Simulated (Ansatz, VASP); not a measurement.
# Cross-check of CsIn between VASP and Ansatz, part 2 of 2

Wanted: the spread between two codes on one cell, functional and k mesh. The cell is generated by rule, not measured, and may not be a known phase. The cell is taken from a series of runs on this material, whose earlier steps may have relaxed, scaled, displaced or heated it; both programs get it as it stands.

VASP 6.6.1 and Ansatz 0.2.0.

So far: The structure; VASP: zone-centre phonons, PBEsol.

## Step 2: VASP: zone-centre phonons, PBEsol (continued)

Level of this step: PBEsol; plane waves and PAW (Cs_sv, In_d); invented cell (VASP).

Numbers of over 12 decimals in the logs are rounded to 6 here.

Parts of OUTCAR (step 2):

```text
ion  position               nearest neighbor table
   1  0.348  0.652  0.250-
   2  0.652  0.348  0.750-
   3  0.956  0.044  0.750-   4 2.78   4 2.78
   4  0.044  0.956  0.250-   3 2.78   3 2.78

  LATTYP: Found a base centered orthorhombic cell.
 ALAT       =     6.1732121292
 B/A-ratio  =     2.0981896880
 C/A-ratio  =     0.8193611920

 Subroutine GETGRP returns: Found  8 space group operations
 (whereof  4 operations were pure point group operations)

The static configuration has the point symmetry C_2h.
 The point group associated with its full space group is D_2h.

 Found     52 irreducible k-points:

   k-points           NKPTS =     52   k-points in BZ     NKDIM =     52   number of bands    NBANDS=     28

   dimension x,y,z NGX =    54 NGY =   54 NGZ =   40
   dimension x,y,z NGXF=   108 NGYF=  108 NGZF=   80

   ENCUT  =  500.0 eV  36.75 Ry    6.06 a.u.  13.08 13.08  9.22*2*pi/ulx,y,z

   NELECT =      44.0000    total number of electrons

 k-points in reciprocal lattice and weights: Automatic mesh
   0.00000000  0.00000000  0.00000000       0.005
   0.16666667  0.00000000  0.00000000       0.019
   0.33333333  0.00000000  0.00000000       0.019
   0.50000000  0.00000000  0.00000000       0.009
   0.16666667  0.16666667  0.00000000       0.009
   0.33333333  0.16666667  0.00000000       0.019
   0.50000000  0.16666667  0.00000000       0.019
  -0.33333333  0.16666667  0.00000000       0.019
  -0.16666667  0.16666667  0.00000000       0.009
[...]
-0.33333333  0.33333333  0.50000000       0.009
   0.50000000  0.50000000  0.50000000       0.005

 average (electrostatic) potential at core
       1 -49.8502       2 -49.8502       3 -98.3057       4 -98.3057

  Total       -0.0019307     -0.0053821     -0.0083557      0.0000000      0.0000000      0.0000000
  in kB       -0.0152968     -0.0426417     -0.0662017      0.0000000      0.0000000      0.0000000
  external PRESSURE =      -0.0413801 kB  Pullay stress =       0.0000000 kB

  energy-cutoff  :      500.00
  volume of cell :      202.22
      direct lattice vectors                 reciprocal lattice vectors
     3.086606065 -6.476285016  0.000000000     0.161990221 -0.077204755  0.000000000
     3.086606065  6.476285016  0.000000000     0.161990221  0.077204755  0.000000000
     0.000000000  0.000000000  5.058090449     0.000000000  0.000000000  0.197703068

 POSITION                                       TOTAL-FORCE (eV/Angst)
 -----------------------------------------------------------------------------------
      3.08661      1.97009      1.26452         0.000000      0.001129      0.000000
      3.08661     -1.97009      3.79357         0.000000     -0.001129     -0.000000
      3.08661     -5.90165      3.79357         0.000000      0.001666     -0.000000
      3.08661      5.90165      1.26452         0.000000     -0.001666      0.000000
 -----------------------------------------------------------------------------------
    total drift:                                0.000000     -0.000000     -0.000000

 Eigenvectors and eigenvalues of the dynamical matrix
 ----------------------------------------------------

   1 f  =    5.232769 THz    32.878455 2PiTHz  174.546374 cm-1    21.640982 meV
             X         Y         Z           dx          dy          dz
      3.086606  1.970092  1.264523    -0.000000    0.000000    0.025162
      3.086606 -1.970092  3.793568    -0.000000   -0.000000   -0.025162
      3.086606 -5.901651  3.793568     0.000000    0.000000   -0.706659
      3.086606  5.901651  1.264523     0.000000   -0.000000    0.706659

   2 f  =    3.157863 THz    19.841442 2PiTHz  105.334988 cm-1    13.059868 meV
             X         Y         Z           dx          dy          dz
      3.086606  1.970092  1.264523     0.000000    0.125806    0.000000
      3.086606 -1.970092  3.793568     0.000000   -0.125806    0.000000
      3.086606 -5.901651  3.793568    -0.000000    0.695825   -0.000000
      3.086606  5.901651  1.264523    -0.000000   -0.695825   -0.000000

   3 f  =    1.788145 THz    11.235245 2PiTHz   59.646087 cm-1     7.395169 meV
             X         Y         Z           dx          dy          dz
      3.086606  1.970092  1.264523    -0.000000    0.479586    0.000000
      3.086606 -1.970092  3.793568    -0.000000    0.479586    0.000000
      3.086606 -5.901651  3.793568     0.000000   -0.519612   -0.000000
      3.086606  5.901651  1.264523     0.000000   -0.519612   -0.000000

   4 f  =    1.655608 THz    10.402493 2PiTHz   55.225145 cm-1     6.847042 meV
             X         Y         Z           dx          dy          dz
      3.086606  1.970092  1.264523    -0.000000   -0.695825    0.000000
      3.086606 -1.970092  3.793568    -0.000000    0.695825    0.000000
      3.086606 -5.901651  3.793568     0.000000    0.125806    0.000000
      3.086606  5.901651  1.264523     0.000000   -0.125806   -0.000000

   5 f  =    1.612591 THz    10.132211 2PiTHz   53.790261 cm-1     6.669139 meV
             X         Y         Z           dx          dy          dz
      3.086606  1.970092  1.264523     0.481412   -0.000000   -0.000000
      3.086606 -1.970092  3.793568     0.481412    0.000000    0.000000
      3.086606 -5.901651  3.793568    -0.517921   -0.000000   -0.000000
      3.086606  5.901651  1.264523    -0.517921   -0.000000    0.000000

   6 f  =    1.508870 THz     9.480511 2PiTHz   50.330490 cm-1     6.240183 meV
             X         Y         Z           dx          dy          dz
      3.086606  1.970092  1.264523     0.661596    0.000000    0.000000
      3.086606 -1.970092  3.793568    -0.661596   -0.000000    0.000000
      3.086606 -5.901651  3.793568     0.249581   -0.000000    0.000000
      3.086606  5.901651  1.264523    -0.249581    0.000000    0.000000

   7 f  =    0.931843 THz     5.854940 2PiTHz   31.082927 cm-1     3.853790 meV
             X         Y         Z           dx          dy          dz
      3.086606  1.970092  1.264523     0.000000   -0.000000    0.706659
      3.086606 -1.970092  3.793568    -0.000000   -0.000000   -0.706659
      3.086606 -5.901651  3.793568    -0.000000   -0.000000    0.025162
      3.086606  5.901651  1.264523     0.000000   -0.000000   -0.025162

   8 f  =    0.872538 THz     5.482318 2PiTHz   29.104734 cm-1     3.608526 meV
             X         Y         Z           dx          dy          dz
      3.086606  1.970092  1.264523    -0.249581    0.000000    0.000000
      3.086606 -1.970092  3.793568     0.249581    0.000000   -0.000000
      3.086606 -5.901651  3.793568     0.661596    0.000000    0.000000
      3.086606  5.901651  1.264523    -0.661596    0.000000   -0.000000

   9 f  =    0.792234 THz     4.977756 2PiTHz   26.426095 cm-1     3.276417 meV
             X         Y         Z           dx          dy          dz
      3.086606  1.970092  1.264523     0.000000   -0.000000    0.486831
      3.086606 -1.970092  3.793568    -0.000000   -0.000000    0.486831
      3.086606 -5.901651  3.793568    -0.000000   -0.000000   -0.512831
      3.086606  5.901651  1.264523     0.000000   -0.000000   -0.512831

  10 f/i=    0.000013 THz     0.000080 2PiTHz    0.000423 cm-1     0.000052 meV
             X         Y         Z           dx          dy          dz
      3.086606  1.970092  1.264523     0.517921   -0.000000    0.000000
      3.086606 -1.970092  3.793568     0.517921   -0.000000    0.000000
      3.086606 -5.901651  3.793568     0.481412   -0.000000    0.000000
      3.086606  5.901651  1.264523     0.481412   -0.000000    0.000000

  11 f/i=    0.006280 THz     0.039456 2PiTHz    0.209464 cm-1     0.025970 meV
             X         Y         Z           dx          dy          dz
      3.086606  1.970092  1.264523    -0.000000   -0.519612   -0.000000
      3.086606 -1.970092  3.793568    -0.000000   -0.519612   -0.000000
      3.086606 -5.901651  3.793568    -0.000000   -0.479586   -0.000000
      3.086606  5.901651  1.264523    -0.000000   -0.479586   -0.000000

  12 f/i=    0.008337 THz     0.052384 2PiTHz    0.278098 cm-1     0.034480 meV
             X         Y         Z           dx          dy          dz
      3.086606  1.970092  1.264523    -0.000000   -0.000000    0.512831
      3.086606 -1.970092  3.793568    -0.000000   -0.000000    0.512831
      3.086606 -5.901651  3.793568    -0.000000   -0.000000    0.486831
      3.086606  5.901651  1.264523    -0.000000   -0.000000    0.486831

 ELASTIC MODULI CONTR FROM IONIC RELAXATION (kBar)
 Direction    XX          YY          ZZ          XY          YZ          ZX
 --------------------------------------------------------------------------------
 XX          -8.7989     -6.4322     -9.0480      0.0000     -0.0000      0.0000
 YY          -6.4322     -6.6508    -15.9679     -0.0000     -0.0000      0.0000
 ZZ          -9.0480    -15.9679    -54.2010     -0.0000     -0.0000      0.0000
 XY           0.0000     -0.0000     -0.0000    -15.6032     -0.0000      0.0000
 YZ          -0.0000     -0.0000     -0.0000     -0.0000    -70.6081      0.0000
 ZX           0.0000      0.0000      0.0000      0.0000      0.0000      0.0000
 --------------------------------------------------------------------------------
```

The gap is under twice the smearing width, so the edge states are partly filled and the run can't tell a small gap from a semimetal. Methfessel-Paxton smearing is not meant for a cell with a gap.

## Step 3: Ansatz: zone-centre phonons, PBEsol

Ansatz runs on its default PAW (the set named soft_2) files.

The same cell, functional, mesh and smearing now go to Ansatz, which takes its cutoff from its data sets.

Contents of input.yaml:

```yaml
crystal:
  lattice:
    - [3.0866060646, -6.4762850157, 0.0]
    - [3.0866060646, 6.4762850157, 0.0]
    - [0.0, 0.0, 5.0580904487]
  atoms:
    - { symbol: Cs, position: [0.3478995557, 0.6521004443, 0.25] }
    - { symbol: Cs, position: [0.6521004443, 0.3478995557, 0.75] }
    - { symbol: In, position: [0.9556354844, 0.0443645156, 0.75] }
    - { symbol: In, position: [0.0443645156, 0.9556354844, 0.25] }
kpoints:
  mp_grid: { grid: [6, 6, 6] }
hamiltonian:
  xc: pbesol
scf:
  occupations: { method: methfessel_paxton, width: 0.15 }
output:
  eigenvalues: true
phonons:
  method: dfpt
```

The run is started by

```sh
$ ansatz run input.yaml --threads 4 --pin off --max-ram 7168MiB --backend cpu --events-out ev --progress --plain --runs-dir out
```

The program printed:

```text
zone centre: on kpoints.mp_grid the ground state, and the responses unless they are solved on pairs of k-points, stand on 52 of the mesh's 216 k-points, reduced under 4 symmetry operations, with k and −k counted as one. Each operation leaves every solved displacement unchanged or reverses it
Engine: ansatz 0.2.0, aarch64-unknown-linux-gnu
Pseudopotentials: kind: paw
Pseudopotential: Cs, paw, valence charge 9, recommended cutoff 420 eV (normal), Cs.paw.azcp
Pseudopotential: In, paw, valence charge 13, recommended cutoff 420 eV (normal), In.paw.azcp
Functional definition: PBEsol
  exchange = pbesol_x
  correlation = pbesol_c
Crystal: 4 atoms, lattice volume = 202.220 Å³
Basis set: ecut = 420 eV, 3971 PW (Γ), exchange–correlation on 96×96×72 points (8 copies of the dense FFT grid, shifted against one another)
Bands: 27, of which v1, the nominal top of the filled ones, is band 22 counted from 1 (21 counted from 0)
Symmetry: 8 space group operations
k-points: 52 of 216 (irreducible under 4 space group operations, time reversal used)
Non-local potential: Cs, projectors of the file, l = 0: 3, l = 1: 2, l = 2: 2, l = 3: 2
Non-local potential: In, projectors of the file, l = 0: 2, l = 1: 2, l = 2: 2, l = 3: 2
PAW form: soft (Blöchl's): semilocal exchange-correlation on the pseudo side does not see the compensation charge
PAW frozen core: Cs, regenerated for the run's functional, and the local potential with it (the file was generated under x = pbe(κ = 0.804, μ = 0.219515), c = pbe(β = 0.066725))
PAW frozen core: In, regenerated for the run's functional, and the local potential with it (the file was generated under x = pbe(κ = 0.804, μ = 0.219515), c = pbe(β = 0.066725))
PAW one-centre angular grid: Cs, 194 points (default); XC on 64 Gauss nodes
PAW one-centre angular grid: In, 590 points (default); XC on 64 Gauss nodes
Initial density: superposition of atomic densities (neutral atoms: chi_scale 0, normalization atom), corrected by the library's trained network
Initial wavefunctions: pseudopotential atomic-orbital guess
Functional: x = pbesol(κ = 0.804, μ = 0.123457), c = pbesol(β = 0.046)
SCF iter   1: F=—  HF=-22222.685126 eV  |F-HF|=—  |Δ(HF+E_count)|=         —  Δρ=2.25e-3  dr2=2.96e-2  ethr=1.77e-3  ⟨swp⟩=7.9  Hψ=7488  notcnv=0
preconditioner: auto → Resta (q_TF=auto, 2.116 Å⁻¹)  ε∞=2.8  [insulator: Δε(μ)=0.139 eV  Ē_g=12.306 eV  σ=0.150 eV  W_gap=0.70  n_scr=28 (ndim 8)  ℏωp=16.5 eV  f_vac=0.042  D(μ)=0.41/eV (n_scr^D=0)  ε∞_Penn≈2.8]
SCF iter   2: F=—  HF=-22222.678122 eV  |F-HF|=—  |Δ(HF+E_count)|=   7.00e-3  S|Δr|=    0.00e0  Δρ=1.06e-3  dr2=7.04e-3  ethr=6.73e-5  ⟨swp⟩=2.0  Hψ=1912  notcnv=0
SCF iter   3: F=—  HF=-22222.676629 eV  |F-HF|=—  |Δ(HF+E_count)|=   1.49e-3  S|Δr|=    0.00e0  Δρ=2.37e-4  dr2=2.80e-4  ethr=1.60e-5  ⟨swp⟩=2.8  Hψ=2514  notcnv=0
SCF iter   4: F=—  HF=-22222.676722 eV  |F-HF|=—  |Δ(HF+E_count)|=   9.33e-5  S|Δr|=    0.00e0  Δρ=8.84e-5  dr2=3.03e-5  ethr=6.35e-7  ⟨swp⟩=2.5  Hψ=2503  notcnv=0
SCF iter   5: F=—  HF=-22222.676733 eV  |F-HF|=—  |Δ(HF+E_count)|=   1.08e-5  S|Δr|=    0.00e0  Δρ=2.80e-5  dr2=2.11e-6  ethr=6.90e-8  ⟨swp⟩=2.0  Hψ=2456  notcnv=0
SCF iter   6: F=—  HF=-22222.676723 eV  |F-HF|=—  |Δ(HF+E_count)|=   1.05e-5  S|Δr|=    0.00e0  Δρ=8.34e-6  dr2=1.62e-7  ethr=4.79e-9  ⟨swp⟩=2.0  Hψ=2494  notcnv=0  defer=1
SCF iter   7: F=—  HF=-22222.676723 eV  |F-HF|=—  |Δ(HF+E_count)|=   1.95e-7  S|Δr|=    0.00e0  Δρ=2.36e-6  dr2=1.52e-8  ethr=3.69e-10  ⟨swp⟩=2.0  Hψ=2480  notcnv=0  defer=1
SCF iter   8: F=—  HF=-22222.676723 eV  |F-HF|=—  |Δ(HF+E_count)|=  8.26e-10  S|Δr|=    0.00e0  Δρ=4.08e-7  dr2=4.63e-10  ethr=3.46e-11  ⟨swp⟩=2.0  Hψ=2446  notcnv=0  defer=1
SCF iter   9: F=—  HF=-22222.676723 eV  |F-HF|=—  |Δ(HF+E_count)|=  7.39e-10  S|Δr|=    0.00e0  Δρ=1.06e-7  dr2=3.90e-11  ethr=1.05e-12  ⟨swp⟩=2.0  Hψ=2473  notcnv=0  defer=1
SCF iter  10: F=-22222.676723 eV  HF=-22222.676723 eV  |F-HF|=0.00e0  |Δ(HF+E_count)|=  3.27e-11  S|Δr|=    0.00e0  Δρ=1.92e-8  dr2=1.14e-12  ethr=1.00e-12  ⟨swp⟩=8.3  Hψ=7358  notcnv=0
SCF 1 converged in 10 iterations: F = -22222.676723 eV  dr2 = 1.14e-12
  greatest PAW one-centre occupation: 0.981 electrons in one spin orbital (limit 2), on the In atom at site 3 (counted from 0), in its partial waves of l = 2
DFPT response loops at Γ: preconditioner auto → Kerker (q_TF=auto, 2.116 Å⁻¹) (partly filled bands, converged f_vac=0.044); β = 1.00, the filter's whole step (`scf.mixing.beta` (0.50) is not read by the response loops under this deck's `scf.mixing.preconditioner`; to damp them name `kerker` or `kerker_dos`, under which they read `scf.mixing.beta`, and type it under 1.00, their step now; both keys bind the ground state too); Broyden in place of MSR1
SCF converged after 10 iterations
Stability not checked: this state was not tested for a lower state beside it, because cold or Methfessel-Paxton smearing, or corrected tetrahedra, fill the levels in a way that the test cannot read (fill_not_monotonic; see scf.lower_state_search)
Free energy (F): -22222.676723 eV
Harris-Foulkes:  -22222.676723 eV  (|F-HF|=0.00e0)
Internal energy: -22222.681313 eV  (E = F + TS)
E sigma→0 (E₀):  -22222.677870 eV
Entropy (-TS):   0.004591 eV (1.148 meV/atom)
Fermi energy:    5.322742 eV
Step filling:    the computed levels leave a gap of 0.1249 eV = 0.8 smearing widths at the electron count; against every level under it full and every level over it empty, smearing changes F+E_penalty+E_count by +1.774 meV and its σ→0 estimate by +0.626 meV
--- Per-component energies (eV) ---
  E_band       = -284.351623
  E_kinetic    = 768.917451
  E_local      = -3962.046241  (includes V_loc(G=0)·N_el)
  E_nonlocal   = 796.242980
  E_hartree    = 1603.169390
  E_xc         = -772.331321
  E_vxc        = -451.739817  (∫ρ·V_xc dr)
  E_paw        = -18130.471462  (= ΣΔE_a)
  E_vpaw       = -642.064827  (= ΣTr[D̂ρ^β])
  E_aug_tail   = 0.000047  (compensation charges beyond the density's cutoff)
  E_ewald      = -2526.922284
  E_core_change = 0.760125  (= ΣΔE_core)
  E_smearing   = 0.004591  (= −TS)
  E_closure    = 0.000000  (closes the sum)
  Σ components = -22222.676723   (vs F -22222.676723, Δ=0.00e0)
--- Band table (eV; the first three rows and the last of 52) ---
  k-point 0: bands = [... 18 lower, -1.4219, 2.8291, 4.6380, 4.9464, 5.4230, 5.8981, 7.4136, 7.6366, ... 1 higher]
  k-point 1: bands = [... 18 lower, -1.2434, 2.4260, 4.2799, 4.7147, 5.6624, 6.8569, 6.8832, 7.4438, ... 1 higher]
  k-point 2: bands = [... 18 lower, -0.7189, 1.2751, 4.4136, 4.9549, 5.9299, 6.0530, 6.6371, 7.4107, ... 1 higher]
  k-point 51: bands = [... 18 lower, 0.2521, 0.2521, 4.7050, 4.7050, 5.7413, 5.7413, 7.6939, 7.6939, ... 1 higher]
--- Phonons (Γ-DFPT): 6 representative perturbations + reference, on 52 of 216 k-points (Σ response iterations 18) ---
  k mesh reduced under 4 symmetry operations, with k and −k counted as one. Each operation leaves every solved displacement unchanged or reverses it
  ASR residual: 1.482e-4 → 0.000e0 eV/Å²; symmetrization residual: 1.015e-4 eV/Å²
  ASR residual per site (eV/Å²): 1.34e-4 1.34e-4 1.48e-4 1.48e-4
  Γ frequencies (cm⁻¹): 0.00 0.00 0.00 25.73 29.25 30.22 50.24 53.56 54.96 59.06 104.94 173.36
  non-analytic LO–TO correction: not included (Born effective charges unavailable; polar crystals: no LO–TO splitting at Γ)
```

## Step 4: Comparison

Known differences besides the potentials themselves: the cutoff is 420 eV in Ansatz and 500 eV in VASP; Ansatz makes its cores anew for this functional, VASP keeps those of its PBE data sets. Total energies have different zeros and are not compared.

Both answers:

| quantity | Ansatz | VASP | difference |
| --- | --- | --- | --- |
| optical mode 1 (cm⁻¹) | 25.7 | 26.4 | -0.7 |
| optical mode 2 (cm⁻¹) | 29.2 | 29.1 | +0.1 |
| optical mode 3 (cm⁻¹) | 30.2 | 31.1 | -0.9 |
| optical mode 4 (cm⁻¹) | 50.2 | 50.3 | -0.18 % |
| optical mode 5 (cm⁻¹) | 53.6 | 53.8 | -0.43 % |
| optical mode 6 (cm⁻¹) | 55.0 | 55.2 | -0.48 % |
| optical mode 7 (cm⁻¹) | 59.1 | 59.6 | -0.98 % |
| optical mode 8 (cm⁻¹) | 104.9 | 105.3 | -0.37 % |
| optical mode 9 (cm⁻¹) | 173.4 | 174.5 | -0.68 % |

Modes are paired by rising frequency, not by their patterns, so a pair may set unlike modes beside each other; they are those without the splitting of longitudinal modes.

## Step 5: Results

```yaml
r_m_s_difference_of_the_optical_zone_centre_modes_each_program_s_sorted_by_frequency_zone_centre_phonons_pbesol: 0.60 cm⁻¹
difference_in_optical_mode_7_zone_centre_phonons_pbesol: -1.0 %
```

The r.m.s. difference of the optical zone-centre modes, each program's sorted by frequency is 0.60 cm⁻¹ (zone-centre phonons, PBEsol). Among the rows given in per cent, the largest difference of the zone-centre phonons, PBEsol pair is in optical mode 7, -1.0 %. How closely two codes agree says nothing of how well the functional describes the real material.

[Lines on the potential files, build, host, timing and source positions are cut from VASP's logs without a mark.]

[Logs are printed without paths, hosts, clocks, repeated set-up lines and the standing remarks that a program may print on its own settings, such as how far it seeks lower states.]

[Hosts, paths, dates, database ids (printed as entryN), source tags and the programs' standing remarks are cut or masked in the printed files.]
